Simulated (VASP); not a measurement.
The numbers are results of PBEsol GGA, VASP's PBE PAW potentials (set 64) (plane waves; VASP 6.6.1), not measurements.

The input files of a VASP run:

### KPOINTS
```
Automatic mesh
0
Gamma
13 13 13
0 0 0
```

POSCAR:
```
SnO
1.0
  0.0000000000   2.5140735831   2.5140735831
  2.5140735831   0.0000000000   2.5140735831
  2.5140735831   2.5140735831   0.0000000000
Sn O
1 1
Direct
  0.0000000000   0.0000000000   0.0000000000
  0.2500000000   0.2500000000   0.2500000000
```

**INCAR**
```
SYSTEM  =  SnO
PREC  =  Accurate; ENCUT  =  620; LREAL  =  .False.
LASPH  =  .True.
EDIFF  =  1E-6; NELM  =  100; ALGO  =  Normal
LMAXMIX  =  4
ISMEAR  =  1; SIGMA  =  0.1
GGA  =  PS
IBRION  =  2; NSW  =  40; ISIF  =  3
EDIFFG  =  -0.02; PSTRESS  =  200
LWAVE  =  .False.; LCHARG  =  .False.
```

POTCAR, in this order: Sn_d O (PBE.64 set). Program: vasp_std.

The resulting files:

### OUTCAR
```
 ion  position               nearest neighbor table
   1  0.000  0.000  0.000-   2 2.18   2 2.18   2 2.18   2 2.18
   2  0.250  0.250  0.250-   1 2.18   1 2.18   1 2.18   1 2.18
  LATTYP: Found a face centered cubic cell.
 ALAT       =     5.0281471662
 Subroutine PRICEL returns:
 Original cell was already a primitive cell.
 Subroutine GETGRP returns: Found 24 space group operations
The static configuration has the point symmetry T_d .
The dynamic configuration has the point symmetry T_d .
 Subroutine INISYM returns: Found 24 space group operations
 Subroutine IBZKPT returns following result:
 Found     84 irreducible k-points:

 Following reciprocal coordinates:
            Coordinates               Weight
  0.000000  0.000000  0.000000      1.000000
  0.076923  0.000000  0.000000      8.000000
  0.153846  0.000000  0.000000      8.000000
  0.230769  0.000000  0.000000      8.000000
  0.307692  0.000000  0.000000      8.000000
  0.384615  0.000000  0.000000      8.000000
  0.461538  0.000000  0.000000      8.000000
  0.076923  0.076923  0.000000      6.000000
  0.153846  0.076923  0.000000     24.000000
...
```

OSZICAR:
```
       N       E                     dE             d eps       ncg     rms          rms(c)
DAV:   1     0.166460234946E+03    0.16646E+03   -0.11837E+04  2402   0.242E+03
DAV:   2     0.352304057903E+01   -0.16294E+03   -0.15743E+03  2610   0.492E+02
DAV:   3    -0.119940866379E+02   -0.15517E+02   -0.15385E+02  2724   0.131E+02
DAV:   4    -0.123581653637E+02   -0.36408E+00   -0.36390E+00  2622   0.217E+01
DAV:   5    -0.123687764080E+02   -0.10611E-01   -0.10611E-01  3154   0.365E+00    0.805E+00
DAV:   6    -0.108891269459E+02    0.14796E+01   -0.11059E+01  3480   0.444E+01    0.427E+00
DAV:   7    -0.107466601174E+02    0.14247E+00   -0.11496E+00  2842   0.975E+00    0.142E+00
DAV:   8    -0.107336944059E+02    0.12966E-01   -0.12280E-01  2406   0.314E+00    0.375E-01
DAV:   9    -0.107313862362E+02    0.23082E-02   -0.10848E-02  3704   0.131E+00    0.104E-01
DAV:  10    -0.107315651513E+02   -0.17892E-03   -0.14499E-03  2738   0.405E-01    0.622E-02
DAV:  11    -0.107314825174E+02    0.82634E-04   -0.46676E-04  3600   0.248E-01    0.108E-02
DAV:  12    -0.107314851010E+02   -0.25836E-05   -0.30984E-05  2474   0.591E-02    0.954E-03
DAV:  13    -0.107314841981E+02    0.90283E-06   -0.21094E-06  1966   0.157E-02
   1 F= -.67642909E+01 E0= -.67642509E+01  d E =-.676429E+01
```

**OUTCAR**
```
------------------------ aborting loop because EDIFF is reached ----------------------------------------
  FORCE on cell =-STRESS in cart. coord.  units (eV):
  Direction    XX          YY          ZZ          XY          YZ          ZX
  --------------------------------------------------------------------------------------
  Total        3.9527334      3.9527334      3.9527334     -0.0000000      0.0000000     -0.0000000
  in kB      199.2710253    199.2710253    199.2710253     -0.0000000      0.0000000     -0.0000000
  external PRESSURE =      -0.7289747 kB  Pullay stress =     200.0000000 kB
  volume of cell :       31.78
      direct lattice vectors                 reciprocal lattice vectors
     0.000000000  2.514073583  2.514073583    -0.198880416  0.198880416  0.198880416
     2.514073583  0.000000000  2.514073583     0.198880416 -0.198880416  0.198880416
     2.514073583  2.514073583  0.000000000     0.198880416  0.198880416 -0.198880416
 POSITION                                       TOTAL-FORCE (eV/Angst)
 -----------------------------------------------------------------------------------
      0.00000      0.00000      0.00000         0.000000      0.000000      0.000000
      1.25704      1.25704      1.25704        -0.000000     -0.000000     -0.000000
 -----------------------------------------------------------------------------------
    total drift:                                0.000000      0.000000      0.000000
  FREE ENERGIE OF THE ION-ELECTRON SYSTEM (eV)
  ---------------------------------------------------
  free  energy   TOTEN  =       -10.7314841981 eV

  energy  without entropy=      -10.7313642846  energy(sigma->0) =      -10.73144423
  enthalpy is  TOTEN    =        -6.7642908879 eV   P V=        3.9671933103

 reached required accuracy - stopping structural energy minimisation
```
(Selected blocks of OUTCAR.)

**OUTCAR**
```
 val. band max:        9.2839064229   @ k =   0.4615   0.4615   0.0000

 cond. band min:       9.3256904424   @ k =  -0.3077   0.4615   0.2308


 Fermi energy:         9.2996328122

 k-point     1 :       0.0000    0.0000    0.0000
  band No.  band energies     occupation
      1     -13.2678      2.00000
      2     -13.2678      2.00000
      3     -13.2678      2.00000
      4     -13.1304      2.00000
      5     -13.1304      2.00000
      6     -12.1364      2.00000
      7       2.3104      2.00000
      8       3.8910      2.00000
      9       3.8910      2.00000
     10       3.8910      2.00000
     11      13.9602      0.00000
     12      13.9602      0.00000
     13      13.9602      0.00000
     14      19.6110      0.00000

 k-point     2 :       0.0769    0.0000    0.0000
  band No.  band energies     occupation
      1     -13.3153      2.00000
      2     -13.2633      2.00000
      3     -13.2633      2.00000
      4     -13.1306      2.00000
      5     -13.1306      2.00000
      6     -12.0454      2.00000
      7       1.9895      2.00000
      8       3.8561      2.00000
      9       3.8561      2.00000
     10       4.1897      2.00000
     11      13.5109      0.00000
     12      14.0043      0.00000
     13      14.0043      0.00000
     14      19.9178      0.00000

 k-point     3 :       0.1538    0.0000    0.0000
  band No.  band energies     occupation
      1     -13.4239      2.00000
      2     -13.2520      2.00000
      3     -13.2520      2.00000
      4     -13.1298      2.00000
      5     -13.1298      2.00000
      6     -11.8119      2.00000
      7       1.3437      2.00000
      8       3.7608      2.00000
      9       3.7608      2.00000
     10       4.7667      2.00000
     11      12.5865      0.00000
     12      14.1003      0.00000
     13      14.1003      0.00000
     14      19.2361      0.00000

 k-point     4 :       0.2308    0.0000    0.0000
  band No.  band energies     occupation
...
```

Unless said otherwise, spin-orbit coupling is left out, though it shifts the bands of the heavy elements here.

The structure was generated: SnO was put into the zinc blende type (F-43m), which need not be its known phase. It was relaxed first under an external pressure of 20 GPa.
